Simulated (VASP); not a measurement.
Input:

```xyz
4
Lattice="4.3667 0.0000 0.0000 0.0000 4.3667 0.0000 0.0000 0.0000 4.3667" Properties=species:S:1:pos:R:3 pbc="T T T"
Tc     0.0000     2.1834     2.1834
Tc     2.1834     2.1834     0.0000
Tc     2.1834     0.0000     2.1834
La     0.0000     0.0000     0.0000
```

All values below come from PBE GGA, VASP's PBE PAW potentials (set 64) (plane waves; VASP). Numerical set-up: 300 eV cut-off, 6×6×6 Γ-centred mesh, Fermi-Dirac smearing of 0.10 eV, potentials Tc_pv La.

At this cut-off the stress carries a Pulay error, which pulls relaxed volumes low. Energy and stress use the plane-wave basis of the starting cell.

Task: The ions, cell shape and volume are relaxed. Which structure does the run end with?

Result: 
```xyz
4
Lattice="4.1667 0.0000 0.0000 0.0000 4.1667 0.0000 0.0000 0.0000 4.1667" Properties=species:S:1:pos:R:3 pbc="T T T"
Tc     0.0000     2.0833     2.0833
Tc     2.0833     2.0833     4.1667
Tc     2.0833     0.0000     2.0833
La     0.0000     0.0000     4.1667
```
Space group Pm-3m (221), at a tolerance of 0.03 Å.

Task: How do energy and volume change from the first to the last step?

Result: The energy (σ→0) changes by -144.5 meV/atom and the volume by -13.1 %, in 7 ionic steps.

The structure was generated: LaTc3 was put into an ordered model structure, which need not be its known phase. This run relaxes it. Symmetry was kept, so distortions that lower it aren't found. The run is one of a series of settings (EDIFFG = -0.01, IBRION = 2, ISIF = 3, NSW = 50 against the base run), some of them coarse on purpose.
